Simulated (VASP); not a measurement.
```
CELL_PARAMETERS angstrom
      2.49209     0.00000     0.00000
      0.00000     2.49209     0.00000
      0.00000     0.00000     2.49209
ATOMIC_POSITIONS crystal
  Ru 0.00000 0.00000 0.00000
```

Level of theory: r2SCAN meta-GGA, VASP's PBE PAW potentials (set 64) (plane waves; VASP). Run with 400 eV cut-off, 16×16×16 Γ-centred mesh, tetrahedra with Blöchl corrections, potentials Ru_pv.

### Question
The job: Ru (relaxed from the simple-cubic structure, space group Pm-3m), 1 atom, r2SCAN, static run, 400 eV, 16×16×16 Γ-centred mesh. Roughly how much core time does it take on a busy server core?

### Answer
About 80 core-seconds (one run on a shared machine, a rough figure). It had 165 irreducible k-points, 11 bands, up to 300 plane waves and 18 electronic steps.

The structure was generated: Ru was put into the simple-cubic type (Pm-3m), which need not be its known phase. It was relaxed first.
